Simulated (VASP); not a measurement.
# A point defect in a supercell of ZrSi2, part 4 of 4

Aim: the formation energy and local structure of a point defect in ZrSi2. The start is a cell from a database of measured crystal structures.

VASP 6.6.1, plane waves and PAW; the level of theory is named at each step.

So far. Step 5 (Reference Zr): The run ended after 3 ionic steps, 0.000 eV below its first step, once forces and stress met EDIFFG = -0.02. Step 5 (Reference Zr): Energy at zero smearing: -45.51847 eV.

The database entry behind the starting cell differs from later determinations by our own check (a about 0.3 % long), so it need not match the best structure at ambient conditions.

## Step 6: Reference Si

This step: r2SCAN; plane waves and PAW (Si) (VASP 6.6.1).

System of this step: Si. The structure is cubic, space group Fd-3m (No. 227). Conventional cell: a = 5.430 Å, b = 5.430 Å, c = 5.430 Å, α = 90.00°, β = 90.00°, γ = 90.00°. Nearest to Si lie 4 Si at 2.35 Å.

Si is not exchanged here; its energy serves the host's formation enthalpy.

Input file INCAR:

```
SYSTEM = Si
PREC = Normal
ENCUT = 300
EDIFF = 1E-05
NELM = 120
ISMEAR = 0
SIGMA = 0.1
LREAL = Auto
ALGO = Normal
METAGGA = R2SCAN
LASPH = .TRUE.
NBANDS = 10
LORBIT = 11
LWAVE = .FALSE.
LCHARG = .FALSE.
KPAR = 4
IBRION = 2
NSW = 25
ISIF = 3
EDIFFG = -0.02
POTIM = 0.4
```

Input file POSCAR:

```
Si
1.0
    0.0000000000      2.7150000000      2.7150000000
    2.7150000000      0.0000000000      2.7150000000
    2.7150000000      2.7150000000      0.0000000000
Si
2
Direct
    0.0000000000      0.0000000000      0.0000000000
    0.2500000000      0.2500000000      0.2500000000
```

Input file KPOINTS:

```
Automatic mesh
0
Gamma
9 9 9
0 0 0
```

PAW data sets: Si (PBE family, release 64).

Launch:

```console
mpirun -np 4 vasp_std
```

Output:

```text
[banner, memory and clock lines left out]
running    4 mpi-ranks, on    1 nodes
 distrk:  each k-point on    1 cores,    4 groups
 distr:  one band on    1 cores,    1 groups

 POSCAR found type information on POSCAR Si
 POSCAR found :  1 types and       2 ions
 [... a notice as in an earlier step ...]

 [... a notice as in an earlier step ...]

 LDA part: xc-table for (None), standard interpolation
 POSCAR, INCAR and KPOINTS ok, starting setup
 FFT: planning ... GRIDC
 FFT: planning ... GRID_SOFT
 FFT: planning ... GRID
 WAVECAR not read
 entering main loop
       N       E                     dE             d eps       ncg     rms          rms(c)
DAV:   1    -0.613979794564E+01   -0.61398E+01   -0.25449E+03   700   0.416E+02
DAV:   2    -0.184089138588E+02   -0.12269E+02   -0.11748E+02  1014   0.707E+01
DAV:   3    -0.187132418613E+02   -0.30433E+00   -0.30355E+00   880   0.968E+00
DAV:   4    -0.187150979073E+02   -0.18560E-02   -0.18558E-02   866   0.908E-01
DAV:   5    -0.187151091346E+02   -0.11227E-04   -0.11227E-04   876   0.615E-02    0.611E+00
DAV:   6    -0.175506279964E+02    0.11645E+01   -0.13631E-01   780   0.218E+00    0.423E+00
DAV:   7    -0.175484518149E+02    0.21762E-02   -0.15203E-01   786   0.201E+00    0.314E-01
DAV:   8    -0.175474255374E+02    0.10263E-02   -0.49783E-03   796   0.411E-01    0.385E-01
DAV:   9    -0.175475738457E+02   -0.14831E-03   -0.28497E-04   826   0.138E-01    0.650E-02
DAV:  10    -0.175475902052E+02   -0.16360E-04   -0.54125E-06   748   0.187E-02    0.421E-03
DAV:  11    -0.175475950471E+02   -0.48418E-05   -0.10983E-06   404   0.735E-03
   1 F= -.17547595E+02 E0= -.17547595E+02  d E =-.175476E+02
 curvature:   0.00 expect dE= 0.000E+00 dE for cont linesearch  0.000E+00
 trial: gam= 0.00000 g(F)=  0.135E-43 g(S)=  0.536E-03 ort = 0.000E+00 (trialstep = 0.100E+01)
 search vector abs. value=  0.536E-03
 bond charge predicted
       N       E                     dE             d eps       ncg     rms          rms(c)
DAV:   1    -0.175478033685E+02   -0.21316E-03   -0.61064E-03   762   0.368E-01    0.793E-02
DAV:   2    -0.175477738146E+02    0.29554E-04   -0.17711E-04   784   0.747E-02    0.514E-02
DAV:   3    -0.175477371116E+02    0.36703E-04   -0.75305E-05   744   0.411E-02    0.186E-02
DAV:   4    -0.175477365324E+02    0.57920E-06   -0.14293E-06   368   0.886E-03
   2 F= -.17547737E+02 E0= -.17547737E+02  d E =-.141485E-03
 trial-energy change:   -0.000141  1 .order   -0.000148   -0.000536    0.000241
 step:   0.6900(harm=  0.6900)  dis= 0.00000  next Energy=   -17.547780 (dE=-0.185E-03)
 bond charge predicted
       N       E                     dE             d eps       ncg     rms          rms(c)
DAV:   1    -0.175477794178E+02   -0.42306E-04   -0.59959E-04   760   0.115E-01    0.246E-02
DAV:   2    -0.175477767245E+02    0.26933E-05   -0.17202E-05   664   0.236E-02
   3 F= -.17547777E+02 E0= -.17547777E+02  d E =-.181677E-03
 curvature:  -0.35 expect dE=-0.202E-05 dE for cont linesearch -0.202E-05
 trial: gam= 0.00000 g(F)=  0.925E-44 g(S)=  0.584E-05 ort =-0.560E-04 (trialstep = 0.938E+00)
 search vector abs. value=  0.584E-05
 reached required accuracy - stopping structural energy minimisation
```

The job ended after 4 s (4 MPI ranks of Intel Xeon 6975P-C (Granite Rapids), shared host; peak memory 0.41 GiB).

OUTCAR, selected parts (step 6):

```text
   k-points           NKPTS =     35   k-points in BZ     NKDIM =     35   number of bands    NBANDS=     10

   ENCUT  =  300.0 eV  22.05 Ry    4.70 a.u.   5.42  5.42  5.42*2*pi/ulx,y,z

   NELECT =       8.0000    total number of electrons

 E-fermi :   6.1030

 k-point     1 :       0.0000    0.0000    0.0000
  band No.  band energies     occupation
      1      -6.7972      2.00000
      2       5.7082      2.00000
      3       5.7082      2.00000
      4       5.7082      2.00000
      5       8.4656      0.00000
      6       8.4657      0.00000
      7       8.4657      0.00000
      8       9.6529      0.00000
      9      13.8567      0.00000
    ...

  Total       -0.0100442     -0.0100442     -0.0100442      0.0000000     -0.0000000     -0.0000000
  in kB       -0.4005131     -0.4005131     -0.4005131      0.0000000     -0.0000000     -0.0000000
  external PRESSURE =      -0.4005131 kB  Pullay stress =       0.0000000 kB

 POSITION                                       TOTAL-FORCE (eV/Angst)
 -----------------------------------------------------------------------------------
      0.00000      0.00000      0.00000         0.000000     -0.000000      0.000000
      1.35924      1.35924      1.35924        -0.000000      0.000000     -0.000000
 -----------------------------------------------------------------------------------
    total drift:                               -0.000000     -0.000000      0.000000

  FREE ENERGIE OF THE ION-ELECTRON SYSTEM (eV)
  ---------------------------------------------------
  free  energy   TOTEN  =       -17.5477767245 eV

  energy  without entropy=      -17.5477767244  energy(sigma->0) =      -17.54777672

[... 1 part as in an earlier step ...]

[... 15 further parts left out ...]
```

CONTCAR:

```
Si
   1.00000000000000
     0.0000000000000000    2.7184791924664906    2.7184791924664906
     2.7184791924664906    0.0000000000000000    2.7184791924664906
     2.7184791924664906    2.7184791924664906    0.0000000000000000
  Si
     2
Direct
     0.0000000000000000    0.0000000000000000    0.0000000000000000
     0.2500000000000000    0.2500000000000000    0.2500000000000000
```

The gap is read on the k-mesh alone, so it is an upper bound where the band edges lie off the mesh.

The steps of the relaxation:

```csv
step,energy less that of the first step (eV),largest force (eV/Å),pressure (GPa),volume (Å³)
1,0.0000,0.0000,0.39,40.03
2,-0.0001,0.0000,-0.17,40.25
3,-0.0002,0.0000,-0.04,40.18
```

```csv
"conventional cell, symmetrised",before,after,change
a (Å),5.430,5.437,+0.1 %
b (Å),5.430,5.437,+0.1 %
c (Å),5.430,5.437,+0.1 %
volume (Å³/atom),20.01,20.09,+0.4 %
```

The relaxed structure:

```xyz
2
Lattice="0.0000 2.7185 2.7185 2.7185 0.0000 2.7185 2.7185 2.7185 0.0000" Properties=species:S:1:pos:R:3 pbc="T T T"
Si    0.0000    0.0000    0.0000
Si    1.3592    1.3592    1.3592
```

Numbers from this step:

- electronic cycles: 17
- electrons: 8
- free energy (TOTEN): -17.55 eV
- Fermi energy: 6.103 eV
- labelled metallic, from the levels on this mesh: no
- gap on the k-mesh: 0.7917 eV
- least direct gap on the k-mesh: 2.757 eV

The run ended after 3 ionic steps, 0.000 eV below its first step, once forces and stress met EDIFFG = -0.02.

Energy at zero smearing: -17.54778 eV.

## Step 7: The defect cell

This step: r2SCAN, spin-polarised, with small moments to start from; plane waves and PAW (V, Zr_sv, Si) (VASP 6.6.1).

System of this step: Zr11VSi24. The cell holds 36 atoms: 1 V, 11 Zr and 24 Si. Its edges and angles: a = 8.470 Å, b = 8.470 Å, c = 11.123 Å, α = 77.4°, β = 77.4°, γ = 122.2°. It derives from ZrSi2. Nearest the centre at fractional (0.519, 0.731, 0.125): V1 at 0.00 Å, Si31 at 2.72 Å, Si33 at 2.72 Å, Si32 at 2.72 Å, Si36 at 2.72 Å, Si21 at 2.82 Å, Si19 at 2.82 Å, Si15 at 2.83 Å.

The host is treated as a metal, since its gap is under 0.3 eV or closed. The atoms relax at the host's fixed cell.

Input file INCAR:

```
SYSTEM = Zr11VSi24
PREC = Normal
ENCUT = 300
EDIFF = 1E-05
NELM = 120
ISMEAR = 1
SIGMA = 0.2
LREAL = Auto
ALGO = Normal
METAGGA = R2SCAN
LASPH = .TRUE.
NBANDS = 144
ISPIN = 2
MAGMOM = 0.6 0 0 0 0 0 0 0 0 0 0 0 0 0 0 0 0 0 0 0 0 0 0 0 0 0 0 0 0 0 0.6 0.6 0.6 0 0 0
LMAXMIX = 4
LORBIT = 11
LWAVE = .FALSE.
LCHARG = .TRUE.
KPAR = 4
IBRION = 2
NSW = 50
ISIF = 2
EDIFFG = -0.03
POTIM = 0.4
MAXMIX = 40
ISYM = 2
```

Input file POSCAR:

```
Zr11VSi24
1.0
    1.8538777697      7.4151493036      3.6507043853
    1.8538777697     -7.4151493036      3.6507043853
   11.1232666182      0.0000000000      0.0000000000
V Zr Si
1 11 24
Direct
    0.5192550100      0.7307449900      0.1250000000
    0.5192550100      0.7307449900      0.4583333300
    0.0192550100      0.2307449900      0.2916666700
    0.5192550100      0.7307449900      0.7916666700
    0.0192550100      0.2307449900      0.6250000000
    0.0192550100      0.2307449900      0.9583333300
    0.9807449900      0.7692550100      0.0416666700
    0.9807449900      0.7692550100      0.3750000000
    0.4807449900      0.2692550100      0.2083333300
    0.9807449900      0.7692550100      0.7083333300
    0.4807449900      0.2692550100      0.5416666700
    0.4807449900      0.2692550100      0.8750000000
    0.8754958800      0.3745041200      0.1250000000
    0.8754958800      0.3745041200      0.4583333300
    0.3754958800      0.8745041200      0.2916666700
    0.8754958800      0.3745041200      0.7916666700
    0.3754958800      0.8745041200      0.6250000000
    0.3754958800      0.8745041200      0.9583333300
    0.6245041200      0.1254958800      0.0416666700
    0.6245041200      0.1254958800      0.3750000000
    0.1245041200      0.6254958800      0.2083333300
    0.6245041200      0.1254958800      0.7083333300
    0.1245041200      0.6254958800      0.5416666700
    0.1245041200      0.6254958800      0.8750000000
    0.1765982800      0.0734017200      0.1250000000
    0.1765982800      0.0734017200      0.4583333300
    0.6765982800      0.5734017200      0.2916666700
    0.1765982800      0.0734017200      0.7916666700
    0.6765982800      0.5734017200      0.6250000000
    0.6765982800      0.5734017200      0.9583333300
    0.3234017200      0.4265982800      0.0416666700
    0.3234017200      0.4265982800      0.3750000000
    0.8234017200      0.9265982800      0.2083333300
    0.3234017200      0.4265982800      0.7083333300
    0.8234017200      0.9265982800      0.5416666700
    0.8234017200      0.9265982800      0.8750000000
```

Input file KPOINTS:

```
Automatic mesh
0
Gamma
4 4 3
0 0 0
```

The projector-augmented-wave data sets are V, Zr_sv and Si (PBE family, release 64).

Launch:

```console
mpirun -np 4 vasp_std
```

Output:

```text
[banner, memory and clock lines left out]
running    4 mpi-ranks, on    1 nodes
[...]
[... a notice as in an earlier step ...]

 LDA part: xc-table for (None), standard interpolation
 POSCAR, INCAR and KPOINTS ok, starting setup
[...]
entering main loop
       N       E                     dE             d eps       ncg     rms          rms(c)
DAV:   1     0.113757330128E+04    0.11376E+04   -0.81493E+04 15064   0.104E+03
DAV:   2    -0.402589937993E+03   -0.15402E+04   -0.14888E+04 16440   0.325E+02
DAV:   3    -0.557113887874E+03   -0.15452E+03   -0.15017E+03 21912   0.860E+01
DAV:   4    -0.582666366468E+03   -0.25552E+02   -0.25321E+02 28464   0.314E+01
[...]
DAV:  22    -0.496255784747E+03    0.20095E-03   -0.22589E-04 17088   0.570E-02    0.141E-01
DAV:  23    -0.496255698342E+03    0.86404E-04   -0.18574E-04 16488   0.529E-02    0.395E-02
DAV:  24    -0.496255697966E+03    0.37633E-06   -0.37435E-05 13904   0.201E-02
   1 F= -.49625570E+03 E0= -.49625639E+03  d E =-.496256E+03  mag=    -0.0095
[...]
N       E                     dE             d eps       ncg     rms          rms(c)
DAV:   1    -0.496399339771E+03   -0.14364E+00   -0.34665E+00 15008   0.479E+00    0.104E+00
DAV:   2    -0.496444912810E+03   -0.45573E-01   -0.40475E-01 22512   0.263E+00    0.248E+00
DAV:   3    -0.496418254945E+03    0.26658E-01   -0.43053E-02 22048   0.824E-01    0.850E-01
DAV:   4    -0.496422066490E+03   -0.38115E-02   -0.62959E-03 21808   0.254E-01    0.113E+00
[...]
DAV:  12    -0.496413827891E+03    0.81837E-04   -0.28085E-04 18952   0.555E-02    0.242E-02
DAV:  13    -0.496413802271E+03    0.25620E-04   -0.13987E-04 16800   0.361E-02    0.996E-03
DAV:  14    -0.496413801520E+03    0.75114E-06   -0.30955E-05 11976   0.152E-02
   2 F= -.49641380E+03 E0= -.49641480E+03  d E =-.158104E+00  mag=    -0.0100
 trial-energy change:   -0.158104  1 .order   -0.157945   -0.191999   -0.123891
 step:   2.8191(harm=  2.8191)  dis= 0.06216  next Energy=  -496.526325 (dE=-0.271E+00)
[...]
N       E                     dE             d eps       ncg     rms          rms(c)
DAV:   1    -0.496481302132E+03   -0.67500E-01   -0.11457E+01 14976   0.878E+00    0.199E+00
DAV:   2    -0.496520276450E+03   -0.38974E-01   -0.55772E-01 21736   0.268E+00    0.296E-01
DAV:   3    -0.496526342381E+03   -0.60659E-02   -0.48925E-02 23496   0.733E-01    0.512E-01
DAV:   4    -0.496523552363E+03    0.27900E-02   -0.35374E-02 22168   0.741E-01    0.189E-01
DAV:   5    -0.496524797131E+03   -0.12448E-02   -0.28134E-03 19224   0.243E-01    0.169E-01
DAV:   6    -0.496524537540E+03    0.25959E-03   -0.10507E-03 19128   0.103E-01    0.117E-01
DAV:   7    -0.496524459215E+03    0.78325E-04   -0.16787E-03 18896   0.134E-01    0.553E-02
DAV:   8    -0.496524514932E+03   -0.55716E-04   -0.10511E-04 16600   0.278E-02    0.386E-02
DAV:   9    -0.496524509022E+03    0.59092E-05   -0.17958E-05 11288   0.165E-02
   3 F= -.49652451E+03 E0= -.49652627E+03  d E =-.268811E+00  mag=    -0.0043
[...]
N       E                     dE             d eps       ncg     rms          rms(c)
DAV:   1    -0.496516723121E+03    0.77918E-02   -0.69245E+00 14976   0.792E+00    0.845E-01
DAV:   2    -0.496567933768E+03   -0.51211E-01   -0.54164E-01 22672   0.304E+00    0.655E-01
DAV:   3    -0.496583421644E+03   -0.15488E-01   -0.72414E-02 23024   0.788E-01    0.698E-01
DAV:   4    -0.496583272900E+03    0.14874E-03   -0.18016E-02 21776   0.478E-01    0.244E-01
[...]
DAV:  18    -0.496592080771E+03    0.20371E-03   -0.19753E-03 18928   0.157E-01    0.269E-02
DAV:  19    -0.496592214408E+03   -0.13364E-03   -0.24873E-04 17272   0.647E-02    0.412E-02
DAV:  20    -0.496592225162E+03   -0.10754E-04   -0.10694E-05 10496   0.105E-02    0.343E-02
 hard stop encountered!  aborting job ...
|                                                                             |
|           W    W    AA    RRRRR   N    N  II  N    N   GGGG   !!!           |
|           W    W   A  A   R    R  NN   N  II  NN   N  G    G  !!!           |
|           W    W  A    A  R    R  N N  N  II  N N  N  G       !!!           |
|           W WW W  AAAAAA  RRRRR   N  N N  II  N  N N  G  GGG   !            |
|           WW  WW  A    A  R   R   N   NN  II  N   NN  G    G                |
|           W    W  A    A  R    R  N    N  II  N    N   GGGG   !!!           |
|                                                                             |
|     The electronic self-consistency was not achieved in the given           |
|     number of steps (NELM). The forces and other quantities evaluated       |
|     might not be reliable so examine the results carefully. If you find     |
|     spurious results, we suggest increasing NELM, if you were close to      |
|     convergence or switching to a different ALGO or adjusting the           |
|     density mixing parameters otherwise.                                    |
|                                                                             |

 soft stop encountered!  aborting job ...
```

Wall time 51 min (4 MPI ranks).

The run was stopped at its time limit, so it gives no result of its own.

## Step 8: What came out

```json
{
  "result": "none"
}
```

The session ends without its result: «relax the defect» met its time limit.

[Lines on the potential files, build, host, timing and source positions are cut from VASP's logs without a mark.]

[Logs are printed without paths, hosts, clocks, repeated set-up lines and the standing remarks that a program may print on its own settings, such as how far it seeks lower states.]

[Hosts, paths, dates, database ids (printed as entryN), source tags and the programs' standing remarks are cut or masked in the printed files.]

[In band tables of VASP the shares of atoms and orbitals are scaled to a sum of 1 inside the atoms' spheres.]

[Runs that stopped without an error message from VASP are left out.]
